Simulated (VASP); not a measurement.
Output of a VASP run:

**OSZICAR**
```
...
RMM:   3    -0.234118985199E+03   -0.42540E-04   -0.18387E-03   600   0.806E-02    0.190E-02
RMM:   4    -0.234119012840E+03   -0.27640E-04   -0.31131E-04   602   0.341E-02    0.156E-02
RMM:   5    -0.234119017480E+03   -0.46407E-05   -0.63070E-05   495   0.165E-02
   4 F= -.23411902E+03 E0= -.23409974E+03  d E =-.218236E+00  mag=     1.0000
       N       E                     dE             d eps       ncg     rms          rms(c)
DAV:   1    -0.234139957986E+03   -0.20945E-01   -0.42951E-01   624   0.111E+00    0.237E-01
RMM:   2    -0.234140247883E+03   -0.28990E-03   -0.32836E-02   600   0.343E-01    0.824E-02
RMM:   3    -0.234140426752E+03   -0.17887E-03   -0.58852E-03   600   0.147E-01    0.375E-02
RMM:   4    -0.234140502670E+03   -0.75918E-04   -0.86233E-04   613   0.618E-02    0.277E-02
RMM:   5    -0.234140516696E+03   -0.14026E-04   -0.19747E-04   610   0.313E-02    0.132E-02
RMM:   6    -0.234140520782E+03   -0.40866E-05   -0.45796E-05   467   0.146E-02
   5 F= -.23414052E+03 E0= -.23412124E+03  d E =-.215033E-01  mag=     1.0000
       N       E                     dE             d eps       ncg     rms          rms(c)
DAV:   1    -0.234148322370E+03   -0.78057E-02   -0.57769E-01   624   0.129E+00    0.280E-01
RMM:   2    -0.234148731001E+03   -0.40863E-03   -0.44292E-02   600   0.398E-01    0.966E-02
RMM:   3    -0.234148978573E+03   -0.24757E-03   -0.79356E-03   600   0.171E-01    0.440E-02
RMM:   4    -0.234149083348E+03   -0.10477E-03   -0.11754E-03   614   0.719E-02    0.325E-02
RMM:   5    -0.234149103070E+03   -0.19723E-04   -0.27207E-04   614   0.364E-02    0.154E-02
RMM:   6    -0.234149108595E+03   -0.55243E-05   -0.60028E-05   504   0.167E-02
   6 F= -.23414911E+03 E0= -.23412983E+03  d E =-.300911E-01  mag=     1.0000
       N       E                     dE             d eps       ncg     rms          rms(c)
DAV:   1    -0.234154510082E+03   -0.54070E-02   -0.78867E-02   624   0.544E-01    0.932E-02
RMM:   2    -0.234154662277E+03   -0.15219E-03   -0.53489E-03   600   0.147E-01    0.379E-02
RMM:   3    -0.234154692922E+03   -0.30645E-04   -0.92012E-04   600   0.647E-02    0.183E-02
RMM:   4    -0.234154705598E+03   -0.12676E-04   -0.15188E-04   611   0.286E-02    0.117E-02
RMM:   5    -0.234154708897E+03   -0.32990E-05   -0.34767E-05   465   0.144E-02
   7 F= -.23415471E+03 E0= -.23413543E+03  d E =-.560030E-02  mag=     1.0000
       N       E                     dE             d eps       ncg     rms          rms(c)
DAV:   1    -0.234156050166E+03   -0.13446E-02   -0.54641E-02   624   0.452E-01    0.781E-02
RMM:   2    -0.234156155051E+03   -0.10489E-03   -0.37106E-03   600   0.122E-01    0.315E-02
RMM:   3    -0.234156178449E+03   -0.23398E-04   -0.64391E-04   600   0.542E-02    0.153E-02
RMM:   4    -0.234156187877E+03   -0.94277E-05   -0.10818E-04   610   0.241E-02    0.969E-03
RMM:   5    -0.234156190294E+03   -0.24172E-05   -0.24283E-05   401   0.120E-02
   8 F= -.23415619E+03 E0= -.23413691E+03  d E =-.708170E-02  mag=     1.0000
       N       E                     dE             d eps       ncg     rms          rms(c)
DAV:   1    -0.234157395342E+03   -0.12075E-02   -0.18974E-02   624   0.271E-01    0.472E-02
RMM:   2    -0.234157423663E+03   -0.28320E-04   -0.12706E-03   600   0.711E-02    0.191E-02
RMM:   3    -0.234157431744E+03   -0.80818E-05   -0.22082E-04   600   0.315E-02    0.915E-03
RMM:   4    -0.234157435103E+03   -0.33583E-05   -0.35813E-05   463   0.140E-02
   9 F= -.23415744E+03 E0= -.23413815E+03  d E =-.124481E-02  mag=     1.0000
```

File OUTCAR:
```
------------------------ aborting loop because EDIFF is reached ----------------------------------------
  FORCE on cell =-STRESS in cart. coord.  units (eV):
  Direction    XX          YY          ZZ          XY          YZ          ZX
  --------------------------------------------------------------------------------------
  Total       -6.2803441     -6.2747625     -6.2789827     -0.0122570     -0.0069706     -0.0078736
  in kB       -5.7932191     -5.7880704     -5.7919633     -0.0113063     -0.0064300     -0.0072629
  external PRESSURE =      -5.7910843 kB  Pullay stress =       0.0000000 kB
  volume of cell :     1736.90
      direct lattice vectors                 reciprocal lattice vectors
     0.000000000  9.540724553  9.540724553    -0.052406921  0.052406921  0.052406921
     9.540724553  0.000000000  9.540724553     0.052406921 -0.052406921  0.052406921
     9.540724553  9.540724553  0.000000000     0.052406921  0.052406921 -0.052406921
 POSITION                                       TOTAL-FORCE (eV/Angst)
 -----------------------------------------------------------------------------------
      1.59125      1.59160      1.59048        -0.003007      0.001808      0.001244
      4.76188      4.77008      4.77235         0.004755      0.001362      0.000853
      4.77014      4.76858      1.58784         0.001201     -0.000068     -0.001664
      7.97007      7.95332      4.79190         0.004917      0.002837      0.001032
      7.94926      7.94965      1.59015        -0.005163     -0.000162      0.002556
     11.12247     11.10571      4.79265         0.001202      0.001164      0.000058
      4.76911      1.58679      4.77123         0.001234      0.000482     -0.001470
      7.97424      4.79041      7.95390        -0.000711      0.003376      0.004080
      7.94930      4.76769      4.76858        -0.000246     -0.000991     -0.000524
     11.12959      7.94927      4.76807        -0.001344     -0.001738     -0.010453
     14.28621     11.10562      7.95793         0.000666     -0.001571     -0.002391
      7.94817      1.58909      7.94969        -0.000449      0.005620      0.000107
     11.12482      4.79323     11.10320        -0.001431     -0.001421      0.001896
     11.13209      4.76721      7.94484        -0.001113     -0.006034      0.004074
     14.28825      7.95553     11.10692        -0.003225      0.000993     -0.002312
     14.31071      7.94747      7.94899         0.006595      0.000955     -0.000735
     17.49476     11.12787     11.12804        -0.002560     -0.000339      0.000148
      1.58892      4.76863      4.76792        -0.001229     -0.006259     -0.004790
      4.77191      7.94777      7.94956        -0.009467      0.001262     -0.000235
      4.76900      7.94887      4.76879         0.007388     -0.001319     -0.007442
      7.97327     11.10372      7.94311         0.000902      0.001606     -0.002089
      7.93298     11.14766      4.75237        -0.006297      0.002900     -0.007137
     11.13049     14.30455      7.94907        -0.000184      0.012790     -0.000535
      4.76988      4.76587      7.94975         0.005926     -0.003821      0.000471
      7.97703      7.94169     11.10355        -0.005123      0.002575      0.001695
      7.94985      7.94682      7.94814        -0.008391      0.002372     -0.000400
     11.13897     11.10511     11.10500        -0.003103     -0.000353     -0.001866
     11.12856     11.12406      7.94892         0.002594      0.014944     -0.001032
     14.30885     14.31450     11.12586         0.001649     -0.003731     -0.001713
      7.93376      4.75274     11.14694        -0.004471     -0.007596      0.002676
     11.12986      7.94964     14.30591         0.001790     -0.003132      0.013594
     11.13106      7.94838     11.12648         0.000129      0.000669      0.011678
     14.30702     11.12678     14.31384         0.004816     -0.001101     -0.001918
     14.32929     11.14844     11.14840         0.005382      0.001218      0.002367
     17.49538     14.31405     14.31308        -0.000906     -0.004303     -0.001288
      1.59003      7.94904      7.94982        -0.003128      0.001529      0.001037
      4.76704     11.12585     11.12633        -0.000680      0.003251      0.002182
      4.77171     11.13109      7.95055         0.003501      0.006001     -0.002960
      7.95428     14.31113     11.12662        -0.006900      0.001016     -0.000740
      7.94936     14.30711      7.95044        -0.006240     -0.001190     -0.000491
     11.13078     17.49171     11.13144        -0.002126     -0.002755     -0.009715
      4.77229      7.95097     11.13298         0.002145     -0.003973      0.000371
      7.95295     11.12377     14.31336        -0.001369      0.007238     -0.000664
      7.95078     11.12778     11.12970        -0.001987      0.002652      0.000265
     11.13495     14.33381     14.33074         0.000435      0.001361      0.003689
     11.12940     14.30858     11.12956         0.000142     -0.004310      0.005288
     14.28585     17.48544     14.33408         0.001515     -0.001951      0.002160
      7.94836      7.95042     14.30883        -0.002988     -0.001413     -0.002051
     11.12938     11.13089     17.48988         0.002099     -0.008321      0.003001
     11.12973     11.13076     14.30717         0.002419      0.006247     -0.002412
     14.28777     14.33455     17.48383        -0.004045     -0.000058     -0.002055
     14.32939     14.29291     14.29002         0.004726     -0.006877     -0.000083
     17.48906     17.48897     17.49160         0.009566      0.003640     -0.000695
     19.08094     19.08084     19.08079         0.001725      0.003284      0.004639
     12.71992     12.71859     19.07875        -0.000368     -0.001756      0.000149
     15.90202     15.90115     19.07995         0.005031     -0.001439      0.003823
...
```
(Selected blocks of OUTCAR.)

File POSCAR:
```
Mg53Si28
1
    0.0000000000     9.5407245525     9.5407245525
    9.5407245525     0.0000000000     9.5407245525
    9.5407245525     9.5407245525     0.0000000000
Mg Si
53 28
Direct
  0.0833330000   0.0833330000   0.0833330000
  0.2500000000   0.2500000000   0.2500000000
  0.0833330000   0.0833330000   0.4166670000
  0.2500000000   0.2500000000   0.5833330000
  0.0833330000   0.0833330000   0.7500000000
  0.2500000000   0.2500000000   0.9166670000
  0.0833330000   0.4166670000   0.0833330000
  0.2500000000   0.5833330000   0.2500000000
  0.0833330000   0.4166670000   0.4166670000
  0.0857230000   0.4119300000   0.7511310000
  0.2500000000   0.5833330000   0.9166670000
  0.0833330000   0.7500000000   0.0833330000
  0.2500000000   0.9166670000   0.2500000000
  0.0798180000   0.7509280000   0.4150560000
  0.2500000000   0.9166670000   0.5833330000
  0.0820470000   0.7565050000   0.7482520000
  0.2500000000   0.9166670000   0.9166670000
  0.4166670000   0.0833330000   0.0833330000
  0.5833330000   0.2500000000   0.2500000000
  0.4166670000   0.0833330000   0.4166670000
  0.5833330000   0.2500000000   0.5833330000
  0.4166670000   0.0833330000   0.7500000000
  0.5833330000   0.2500000000   0.9166670000
  0.4166670000   0.4166670000   0.0833330000
  0.5833330000   0.5833330000   0.2500000000
  0.4143380000   0.4156510000   0.4148690000
  0.5833330000   0.5833330000   0.5833330000
  0.4161950000   0.4140470000   0.7494250000
  0.5833330000   0.5833330000   0.9166670000
  0.4166670000   0.7500000000   0.0833330000
  0.5833330000   0.9166670000   0.2500000000
  0.4153240000   0.7498010000   0.4171120000
  0.5833330000   0.9166670000   0.5833330000
  0.4166670000   0.7500000000   0.7500000000
  0.5833330000   0.9166670000   0.9166670000
  0.7500000000   0.0833330000   0.0833330000
  0.9166670000   0.2500000000   0.2500000000
  0.7500000000   0.0833330000   0.4166670000
  0.9166670000   0.2500000000   0.5833330000
  0.7500000000   0.0833330000   0.7500000000
  0.9166670000   0.2500000000   0.9166670000
  0.7500000000   0.4166670000   0.0833330000
  0.9166670000   0.5833330000   0.2500000000
  0.7500000000   0.4166670000   0.4166670000
  0.9166670000   0.5833330000   0.5833330000
  0.7500000000   0.4166670000   0.7500000000
  0.9166670000   0.5833330000   0.9166670000
  0.7500000000   0.7500000000   0.0833330000
  0.9166670000   0.9166670000   0.2500000000
  0.7500000000   0.7500000000   0.4166670000
  0.9166670000   0.9166670000   0.5833330000
  0.7500000000   0.7500000000   0.7500000000
  0.9166670000   0.9166670000   0.9166670000
  0.0000000000   0.0000000000   0.0000000000
  0.0000000000   0.0000000000   0.3333330000
  0.0000000000   0.0000000000   0.6666670000
  0.0000000000   0.3333330000   0.0000000000
  0.2478560000   0.5856630000   0.5832630000
  0.0000000000   0.3333330000   0.3333330000
  0.0000000000   0.3333330000   0.6666670000
  0.0000000000   0.6666670000   0.0000000000
  0.0000000000   0.6666670000   0.3333330000
  0.0011260000   0.6614030000   0.6671020000
  0.3333330000   0.0000000000   0.0000000000
  0.3333330000   0.0000000000   0.3333330000
  0.3333330000   0.0000000000   0.6666670000
  0.3333330000   0.3333330000   0.0000000000
  0.3333330000   0.3333330000   0.3333330000
  0.3313180000   0.3369540000   0.6640560000
  0.3333330000   0.6666670000   0.0000000000
  0.3309930000   0.6657600000   0.3381210000
  0.3334780000   0.6666590000   0.6652050000
  0.6666670000   0.0000000000   0.0000000000
  0.6666670000   0.0000000000   0.3333330000
  0.6666670000   1.0000000000   0.6666670000
  0.6666670000   0.3333330000   0.0000000000
  0.6666670000   0.3333330000   0.3333330000
  0.6666670000   0.3333330000   0.6666670000
  0.6666670000   0.6666670000   0.0000000000
  0.6666670000   0.6666670000   0.3333330000
  0.6666670000   0.6666670000   0.6666670000
```

### Question
Reconstruct the remaining input files.

### Answer
This is not unique; one that fits is the input of the run itself, PBE GGA, plane waves, VASP's PBE PAW potentials (set 64).

### INCAR
```
SIGMA = 0.05   # width (eV)
NUPDOWN = 1
IBRION = 2
LREAL = Auto   # projection in real space or not
GGA = PE   # PBE
ENCUT = 400   # plane-wave cut-off (eV)
NELMIN = 4
ISYM = 0
LASPH = .TRUE.   # aspherical one-centre terms
LORBIT = 10
ISIF = 2   # forces and stress, cell fixed
NSW = 60   # most ionic steps
EDIFFG = -0.03
ISMEAR = 0
LWAVE = .FALSE.
SYSTEM = Mg53Si28
NELECT = 217.0
LCHARG = .FALSE.
EDIFF = 1E-5
ALGO = Fast
PREC = Normal
ISPIN = 2
NELM = 100   # most electronic steps
```

File KPOINTS:
```
Automatic mesh
0
Gamma
1 1 1
0 0 0
```

POTCAR, in this order: Mg Si (PBE.64 set). Program: vasp_gam. The INCAR's line for the spin-polarised start is left out here.

The cell is charged, with a uniform compensating background. The supercell is sampled at Γ alone, which is coarse: total energies, pressure and levels can be off, energies of defects by several tenths of an eV. The run has a spin-polarised start.

The cell is a supercell with a defect, built from a database entry that may be metastable or hypothetical: Si_Mg, charge +1.
